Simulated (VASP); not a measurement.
# Si63P (a cell with a defect) in VASP: hyperfine couplings with PBE

Aim: the hyperfine couplings of Si63P (a cell with a defect) with PBE.

All numbers are computed with VASP 6.6.1; they aren't measurements. Logs are shortened: lines on timing, memory, paths and dates and some standing lists are left out, and cuts for length are marked.

## (1) Starting point

The cell holds a defect, 64 atoms: a = 10.916 Å, b = 10.916 Å, c = 10.916 Å, α = 90.00°, β = 90.00°, γ = 90.00°.

The cell was built by a generator and needn't be a form met in nature.

## (2) Hyperfine couplings, PBE, collinear spin, ferromagnetic start

The input, INCAR:

```
  ALGO = Fast
  EDIFF = 1E-7
  ENCUT = 350
  GGA = PE
  ISIF = 2
  ISMEAR = 0
  ISPIN = 2
  LASPH = T
  LCHARG = F
  LHYPERFINE = T
  LORBIT = 11
  LREAL = F
  LWAVE = F
  MAGMOM = 0.5 0 0 0 0 0 0 0 0 0 0 0 0 0 0 0 0 0 0 0 0 0 0 0 0 0 0 0 0 0 0 0 0 0 0 0 0 0 0 0 0 0 0 0 0 0 0 0 0 0 0 0 0 0 0 0 0 0 0 0 0 0 0 0
  NELM = 120
  NUPDOWN = 1
  PREC = Accurate
  SIGMA = 0.02
```

The input, KPOINTS:

```
k-points
0
Gamma
  1 1 1
```

The input, POSCAR:

```
Si63P
1.0
   10.9163100000      0.0000000000      0.0000000000
    0.0000000000     10.9163100000      0.0000000000
    0.0000000000      0.0000000000     10.9163100000
P Si
1 63
Direct
    0.0000000000      0.0000000000      0.0000000000
    0.0000000000      0.2500000000      0.2500000000
    0.2500000000      0.0000000000      0.2500000000
    0.2500000000      0.2500000000      0.0000000000
    0.1250000000      0.1250000000      0.1250000000
    0.1250000000      0.3750000000      0.3750000000
    0.3750000000      0.1250000000      0.3750000000
    0.3750000000      0.3750000000      0.1250000000
    0.0000000000      0.0000000000      0.5000000000
    0.0000000000      0.2500000000      0.7500000000
    0.2500000000      0.0000000000      0.7500000000
    0.2500000000      0.2500000000      0.5000000000
    0.1250000000      0.1250000000      0.6250000000
    0.1250000000      0.3750000000      0.8750000000
    0.3750000000      0.1250000000      0.8750000000
    0.3750000000      0.3750000000      0.6250000000
    0.0000000000      0.5000000000      0.0000000000
    0.0000000000      0.7500000000      0.2500000000
    0.2500000000      0.5000000000      0.2500000000
    0.2500000000      0.7500000000      0.0000000000
    0.1250000000      0.6250000000      0.1250000000
    0.1250000000      0.8750000000      0.3750000000
    0.3750000000      0.6250000000      0.3750000000
    0.3750000000      0.8750000000      0.1250000000
    0.0000000000      0.5000000000      0.5000000000
    0.0000000000      0.7500000000      0.7500000000
    0.2500000000      0.5000000000      0.7500000000
    0.2500000000      0.7500000000      0.5000000000
    0.1250000000      0.6250000000      0.6250000000
    0.1250000000      0.8750000000      0.8750000000
    0.3750000000      0.6250000000      0.8750000000
    0.3750000000      0.8750000000      0.6250000000
    0.5000000000      0.0000000000      0.0000000000
    0.5000000000      0.2500000000      0.2500000000
    0.7500000000      0.0000000000      0.2500000000
    0.7500000000      0.2500000000      0.0000000000
    0.6250000000      0.1250000000      0.1250000000
    0.6250000000      0.3750000000      0.3750000000
    0.8750000000      0.1250000000      0.3750000000
    0.8750000000      0.3750000000      0.1250000000
    0.5000000000      0.0000000000      0.5000000000
    0.5000000000      0.2500000000      0.7500000000
    0.7500000000      0.0000000000      0.7500000000
    0.7500000000      0.2500000000      0.5000000000
    0.6250000000      0.1250000000      0.6250000000
    0.6250000000      0.3750000000      0.8750000000
    0.8750000000      0.1250000000      0.8750000000
    0.8750000000      0.3750000000      0.6250000000
    0.5000000000      0.5000000000      0.0000000000
    0.5000000000      0.7500000000      0.2500000000
    0.7500000000      0.5000000000      0.2500000000
    0.7500000000      0.7500000000      0.0000000000
    0.6250000000      0.6250000000      0.1250000000
    0.6250000000      0.8750000000      0.3750000000
    0.8750000000      0.6250000000      0.3750000000
    0.8750000000      0.8750000000      0.1250000000
    0.5000000000      0.5000000000      0.5000000000
    0.5000000000      0.7500000000      0.7500000000
    0.7500000000      0.5000000000      0.7500000000
    0.7500000000      0.7500000000      0.5000000000
    0.6250000000      0.6250000000      0.6250000000
    0.6250000000      0.8750000000      0.8750000000
    0.8750000000      0.6250000000      0.8750000000
    0.8750000000      0.8750000000      0.6250000000
```

Potentials or basis: VASP PAW PBE potentials, release 64 (P, Si).

Started as:

```bash
$ cat potpaw_PBE.64/P/POTCAR potpaw_PBE.64/Si/POTCAR > POTCAR
$ mpirun -np 1 vasp_std > vasp.out
```

OUTCAR:

```text
EDIFF = 1E-7
   ENCUT = 350
   GGA = PE
   ISIF = 2
   ISMEAR = 0
   ISPIN = 2
   LASPH = T
   LORBIT = 11
   LREAL = F
   NELM = 120
   NUPDOWN = 1
   PREC = Accurate

 ion  position               nearest neighbor table
   1  0.000  0.000  0.000-   5 2.36  30 2.36  47 2.36  56 2.36
   2  0.000  0.250  0.250-   5 2.36   6 2.36  39 2.36  40 2.36
   3  0.250  0.000  0.250-   5 2.36   7 2.36  22 2.36  24 2.36
   4  0.250  0.250  0.000-   5 2.36   8 2.36  14 2.36  15 2.36
   5  0.125  0.125  0.125-   1 2.36   2 2.36   3 2.36   4 2.36
   6  0.125  0.375  0.375-   2 2.36  12 2.36  19 2.36  25 2.36
[... 56 lines left out ...]
  63  0.875  0.625  0.875-  17 2.36  26 2.36  52 2.36  59 2.36
  64  0.875  0.875  0.625-   9 2.36  26 2.36  43 2.36  60 2.36

  LATTYP: Found a simple cubic cell.
 ALAT       =    10.9163100000

  Lattice vectors:

 A1 = (  10.9163100000,   0.0000000000,   0.0000000000)
 A2 = (   0.0000000000,  10.9163100000,   0.0000000000)
 A3 = (   0.0000000000,   0.0000000000,  10.9163100000)

Analysis of symmetry for initial positions (statically):
=====================================================================
 Subroutine PRICEL returns:
 Original cell was already a primitive cell.

 Routine SETGRP: Setting up the symmetry group for a
 simple cubic supercell.

 Subroutine GETGRP returns: Found 24 space group operations
 (whereof 24 operations were pure point group operations)
 out of a pool of 48 trial point group operations.

The static configuration has the point symmetry T_d .

Analysis of symmetry for dynamics (positions and initial velocities):
=====================================================================
 Subroutine PRICEL returns:
 Original cell was already a primitive cell.

 Routine SETGRP: Setting up the symmetry group for a
 simple cubic supercell.

 Subroutine GETGRP returns: Found 24 space group operations
 (whereof 24 operations were pure point group operations)
 out of a pool of 48 trial point group operations.

The dynamic configuration has the point symmetry T_d .

Analysis of structural, dynamic, and magnetic symmetry:
=====================================================================
 Subroutine PRICEL returns:
 Original cell was already a primitive cell.

 Routine SETGRP: Setting up the symmetry group for a
 simple cubic supercell.

 Subroutine GETGRP returns: Found 24 space group operations
 (whereof 24 operations were pure point group operations)
 out of a pool of 48 trial point group operations.

The overall configuration has the point symmetry T_d .

 Subroutine INISYM returns: Found 24 space group operations
 (whereof 24 operations are pure point group operations),
 and found     1 'primitive' translations

----------------------------------------------------------------------------------------

                                     Primitive cell

  volume of cell :    1300.8511

  direct lattice vectors                    reciprocal lattice vectors
    10.916310000  0.000000000  0.000000000     0.091606046  0.000000000  0.000000000
     0.000000000 10.916310000  0.000000000     0.000000000  0.091606046  0.000000000
     0.000000000  0.000000000 10.916310000     0.000000000  0.000000000  0.091606046

  length of vectors
[... 230 lines left out ...]

  energy without entropy =     -340.28285433  energy(sigma->0) =     -340.28285433

 E-fermi :   5.7991     XC(G=0):  -9.3292

 val. band max:        6.2009228374   @ k =   0.0000   0.0000   0.0000
 cond. band min:       6.3384977347   @ k =   0.0000   0.0000   0.0000
 fundamental gap:      0.1375748973
 Fermi energy:         6.3110709158

 spin component 1

 k-point     1 :       0.0000    0.0000    0.0000
  band No.  band energies     occupation
      1      -6.6860      1.00000
      2      -5.9085      1.00000
      3      -5.0896      1.00000
      4      -5.0896      1.00000
      5      -5.0896      1.00000
      6      -5.0620      1.00000
[... 132 lines left out ...]
    139       6.8481      0.00000
    140       6.8481      0.00000
 Fermi energy:         5.7991240659

 spin component 2

 k-point     1 :       0.0000    0.0000    0.0000
  band No.  band energies     occupation
      1      -6.6473      1.00000
      2      -5.8924      1.00000
      3      -5.0694      1.00000
      4      -5.0694      1.00000
      5      -5.0694      1.00000
      6      -5.0524      1.00000
[... 132 lines left out ...]
    139       6.8662      0.00000
    140       6.8662      0.00000
 [bands above 140 left out]

------------------------ aborting loop because EDIFF is reached ----------------------------------------

  FORCE on cell =-STRESS in cart. coord.  units (eV):
  Direction    XX          YY          ZZ          XY          YZ          ZX
  --------------------------------------------------------------------------------------
  -------------------------------------------------------------------------------------
  Total        7.4500084      7.4500084      7.4500084      0.0000000      0.0000000     -0.0000000
  in kB        9.1757118      9.1757118      9.1757118      0.0000000      0.0000000     -0.0000000
  external PRESSURE =       9.1757118 kB  Pullay stress =       0.0000000 kB

 VOLUME and BASIS-vectors are now :
 -----------------------------------------------------------------------------
  energy-cutoff  :      350.00
  volume of cell :     1300.85
      direct lattice vectors                 reciprocal lattice vectors
    10.916310000  0.000000000  0.000000000     0.091606046  0.000000000  0.000000000
     0.000000000 10.916310000  0.000000000     0.000000000  0.091606046  0.000000000
     0.000000000  0.000000000 10.916310000     0.000000000  0.000000000  0.091606046

 POSITION                                       TOTAL-FORCE (eV/Angst)
 -----------------------------------------------------------------------------------
      0.00000      0.00000      0.00000         0.000000     -0.000000      0.000000
      0.00000      2.72908      2.72908        -0.108380     -0.067788     -0.067788
      2.72908      0.00000      2.72908        -0.067788     -0.108380     -0.067788
      2.72908      2.72908      0.00000        -0.067788     -0.067788     -0.108380
      1.36454      1.36454      1.36454         0.147935      0.147935      0.147935
      1.36454      4.09362      4.09362         0.159979     -0.103332     -0.103332
[... 56 lines left out ...]
      9.55177      6.82269      9.55177        -0.047706      0.046490     -0.047706
      9.55177      9.55177      6.82269        -0.047706     -0.047706      0.046490
 -----------------------------------------------------------------------------------
    total drift:                               -0.000000     -0.000000      0.000000

  FREE ENERGIE OF THE ION-ELECTRON SYSTEM (eV)
  ---------------------------------------------------
  free  energy   TOTEN  =      -340.2828543307 eV

  energy  without entropy=     -340.2828543307  energy(sigma->0) =     -340.28285433

 Fermi contact (isotropic) hyperfine coupling parameter (MHz)
 -------------------------------------------------------------
  ion      A_pw      A_1PS     A_1AE     A_1c      A_tot
 -------------------------------------------------------------
   1       0.005     0.015    56.175     0.761    56.165
   2       0.003     0.003    -0.395     0.002    -0.395
   3       0.003     0.003    -0.395     0.002    -0.395
   4       0.003     0.003    -0.395     0.002    -0.395
   5      -0.032    -0.031     0.890    -0.054     0.888
   6      -0.005    -0.004     0.714     0.003     0.714
[... 56 lines left out ...]
  63      -0.004    -0.004     0.495     0.001     0.495
  64      -0.004    -0.004     0.495     0.001     0.495
 -------------------------------------------------------------

 Dipolar hyperfine coupling parameters (MHz)
 ---------------------------------------------------------------------
  ion      A_xx      A_yy      A_zz      A_xy      A_xz      A_yz
 ---------------------------------------------------------------------
   1      -0.000    -0.000     0.000    -0.000    -0.000    -0.000
   2       0.011    -0.006    -0.006     0.028     0.028     0.001
   3      -0.006     0.011    -0.006     0.028     0.001     0.028
   4      -0.006    -0.006     0.011     0.001     0.028     0.028
   5      -0.000    -0.000     0.000     0.563     0.563     0.563
   6       0.138    -0.069    -0.069    -0.075    -0.075    -0.016
[... 56 lines left out ...]
  63       0.009    -0.018     0.009    -0.093     0.121    -0.093
  64       0.009     0.009    -0.018     0.121    -0.093    -0.093
 ---------------------------------------------------------------------

 Total hyperfine coupling parameters after diagonalization (MHz)
 (convention: |A_zz| > |A_xx| > |A_yy|)
 ----------------------------------------------------------------------
  ion      A_xx      A_yy      A_zz     asymmetry (A_yy - A_xx)/ A_zz
 ----------------------------------------------------------------------
   1      56.165    56.165    56.165      -0.000
   2      -0.401    -0.352    -0.431      -0.115
   3      -0.401    -0.352    -0.431      -0.115
   4      -0.401    -0.352    -0.431      -0.115
   5       0.325     0.325     2.015      -0.000
   6       0.662     0.586     0.894      -0.084
[... 56 lines left out ...]
  63       0.399     0.383     0.702      -0.023
  64       0.399     0.383     0.702      -0.023
 ---------------------------------------------------------------------

 total charge

# of ion       s       p       d       tot
------------------------------------------
    1        1.038   1.473   0.000   2.511
    2        0.737   0.949   0.000   1.686
    3        0.737   0.949   0.000   1.686
    4        0.737   0.949   0.000   1.686
    5        0.740   0.915   0.000   1.655
    6        0.737   0.949   0.000   1.686
[... 56 lines left out ...]
   63        0.737   0.951   0.000   1.688
   64        0.737   0.951   0.000   1.688
--------------------------------------------------
tot         47.536  61.165   0.000 108.701

 magnetization (x)

# of ion       s       p       d       tot
------------------------------------------
    1        0.037  -0.001   0.000   0.037
    2       -0.000  -0.001   0.000  -0.002
    3       -0.000  -0.001   0.000  -0.002
    4       -0.000  -0.001   0.000  -0.002
    5        0.001   0.014   0.000   0.015
    6        0.001   0.002   0.000   0.002
[... 56 lines left out ...]
   63        0.000   0.002   0.000   0.002
   64        0.000   0.002   0.000   0.002
--------------------------------------------------
tot          0.111   0.069   0.000   0.179
```

Run time: 20 min. Hardware: 1 thread of Intel Xeon 6975P-C (Granite Rapids), shared host; peak memory 0.97 GiB.

What came out:

```
Free energy                                           : -340.2829 eV
Pressure                                              : 0.9 GPa
Largest force                                         : 0.256 eV/Å
Net moment                                            : 1.00 μB per cell
Site moments                                          : P +0.04; Si -0.00, +0.01, +0.00 μB
Valence electrons inside the program's atomic spheres : P 2.51; Si 1.69, 1.66, 1.70
```

Forces in eV/Å, atoms in the order of the input:
```
P    0.000  0.000  0.000
Si  -0.108 -0.068 -0.068
Si  -0.068 -0.108 -0.068
Si  -0.068 -0.068 -0.108
Si   0.148  0.148  0.148
Si   0.160 -0.103 -0.103
Si  -0.103  0.160 -0.103
Si  -0.103 -0.103  0.160
Si   0.000  0.000  0.000
Si   0.108 -0.068  0.068
Si  -0.068  0.108  0.068
Si  -0.013 -0.013 -0.023
Si   0.048  0.048  0.046
Si   0.048 -0.046 -0.048
Si  -0.046  0.048 -0.048
Si  -0.031 -0.031  0.031
Si   0.000  0.000  0.000
Si   0.108  0.068 -0.068
Si  -0.013 -0.023 -0.013
Si  -0.068  0.068  0.108
Si   0.048  0.046  0.048
Si   0.048 -0.048 -0.046
Si  -0.031  0.031 -0.031
Si  -0.046 -0.048  0.048
Si   0.000  0.000  0.000
Si  -0.108  0.068  0.068
Si  -0.013  0.023  0.013
Si  -0.013  0.013  0.023
Si   0.160  0.103  0.103
Si   0.148 -0.148 -0.148
Si  -0.103  0.103 -0.160
Si  -0.103 -0.160  0.103
Si   0.000  0.000  0.000
Si  -0.023 -0.013 -0.013
Si   0.068  0.108 -0.068
Si   0.068 -0.068  0.108
Si   0.046  0.048  0.048
Si   0.031 -0.031 -0.031
Si  -0.048  0.048 -0.046
Si  -0.048 -0.046  0.048
Si   0.000  0.000  0.000
Si   0.023 -0.013  0.013
Si   0.068 -0.108  0.068
Si   0.013 -0.013  0.023
Si   0.103  0.160  0.103
Si   0.103 -0.103 -0.160
Si  -0.148  0.148 -0.148
Si  -0.160 -0.103  0.103
Si   0.000  0.000  0.000
Si   0.023  0.013 -0.013
Si   0.013  0.023 -0.013
Si   0.068  0.068 -0.108
Si   0.103  0.103  0.160
Si   0.103 -0.160 -0.103
Si  -0.160  0.103 -0.103
Si  -0.148 -0.148  0.148
Si   0.000  0.000  0.000
Si  -0.023  0.013  0.013
Si   0.013 -0.023  0.013
Si   0.013  0.013 -0.023
Si   0.031  0.031  0.031
Si   0.046 -0.048 -0.048
Si  -0.048  0.046 -0.048
Si  -0.048 -0.048  0.046
```

Hyperfine coupling, principal values (MHz):
```
 atom            values
  1 P  56.2, 56.2, 56.2
 2 Si  -0.4, -0.4, -0.4
 3 Si  -0.4, -0.4, -0.4
 4 Si  -0.4, -0.4, -0.4
 5 Si     0.3, 0.3, 2.0
 6 Si     0.7, 0.6, 0.9
 7 Si     0.7, 0.6, 0.9
 8 Si     0.7, 0.6, 0.9
 9 Si     3.0, 3.0, 3.0
10 Si  -0.4, -0.4, -0.4
11 Si  -0.4, -0.4, -0.4
12 Si     0.6, 0.5, 0.6
13 Si     0.4, 0.4, 0.7
14 Si     0.4, 0.4, 0.7
15 Si     0.4, 0.4, 0.7
16 Si   -0.1, 0.0, -0.1
17 Si     3.0, 3.0, 3.0
18 Si  -0.4, -0.4, -0.4
19 Si     0.6, 0.5, 0.6
20 Si  -0.4, -0.4, -0.4
21 Si     0.4, 0.4, 0.7
22 Si     0.4, 0.4, 0.7
23 Si   -0.1, 0.0, -0.1
24 Si     0.4, 0.4, 0.7
25 Si  16.6, 16.6, 16.7
26 Si  -0.4, -0.4, -0.4
27 Si     0.6, 0.5, 0.6
28 Si     0.6, 0.5, 0.6
29 Si     0.7, 0.6, 0.9
30 Si     0.3, 0.3, 2.0
31 Si     0.7, 0.6, 0.9
32 Si     0.7, 0.6, 0.9
33 Si     3.0, 3.0, 3.0
34 Si     0.6, 0.5, 0.6
35 Si  -0.4, -0.4, -0.4
36 Si  -0.4, -0.4, -0.4
37 Si     0.4, 0.4, 0.7
38 Si   -0.1, 0.0, -0.1
39 Si     0.4, 0.4, 0.7
40 Si     0.4, 0.4, 0.7
41 Si  16.6, 16.6, 16.7
42 Si     0.6, 0.5, 0.6
43 Si  -0.4, -0.4, -0.4
44 Si     0.6, 0.5, 0.6
45 Si     0.7, 0.6, 0.9
46 Si     0.7, 0.6, 0.9
47 Si     0.3, 0.3, 2.0
48 Si     0.7, 0.6, 0.9
49 Si  16.6, 16.6, 16.7
50 Si     0.6, 0.5, 0.6
51 Si     0.6, 0.5, 0.6
52 Si  -0.4, -0.4, -0.4
53 Si     0.7, 0.6, 0.9
54 Si     0.7, 0.6, 0.9
55 Si     0.7, 0.6, 0.9
56 Si     0.3, 0.3, 2.0
57 Si     2.2, 2.2, 2.2
58 Si     0.6, 0.5, 0.6
59 Si     0.6, 0.5, 0.6
60 Si     0.6, 0.5, 0.6
61 Si   -0.1, 0.0, -0.1
62 Si     0.4, 0.4, 0.7
63 Si     0.4, 0.4, 0.7
64 Si     0.4, 0.4, 0.7
```

Caveat: the total moment is fixed, so each spin has its own Fermi level.
